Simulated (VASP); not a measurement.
Input:

```
AlRu
1.0
    2.99000     0.00000     0.00000
    0.00000     2.99000     0.00000
    0.00000     0.00000     2.99000
Al Ru
1 1
Direct
  0.50000   0.50000   0.50000
  0.00000   0.00000   0.00000
```

Computed with PBE GGA with D3 dispersion (Becke-Johnson damping), VASP's PBE PAW potentials (set 64) (plane waves; VASP 6.6.1). Numerical set-up: 520 eV cut-off, 11×11×11 Γ-centred mesh, first-order Methfessel-Paxton smearing of 0.10 eV, potentials Al Ru_pv.

Task: The ions, cell shape and volume are relaxed. What does this cell relax into?

Result: 
```
AlRu
1.0
    2.97330     0.00000     0.00000
    0.00000     2.97330     0.00000
    0.00000     0.00000     2.97330
Al Ru
1 1
Direct
  0.50000   0.50000   0.50000
  0.00000   0.00000   0.00000
```
Space group Pm-3m (221), at a tolerance of 0.03 Å.

Task: How do energy and volume change from the first to the last step?

Result: The energy (σ→0) changes by -2.5 meV/atom and the volume by -1.7 %, in 3 ionic steps.

| step | E(σ→0) (eV) | max force (eV/Å) | pressure (GPa) | volume (Å³) |
|---|---|---|---|---|
| 1 | -15.2783 | 0.000 | -3.56 | 26.73 |
| 2 | -15.2706 | 0.000 | 6.16 | 25.60 |
| 3 | -15.2834 | 0.000 | -0.02 | 26.29 |

The compound is RuAl in the CsCl type structure. This run relaxes it. Symmetry was kept, so distortions that lower it aren't found. The electron count is odd and the run is not spin-polarised, which forces a metal.
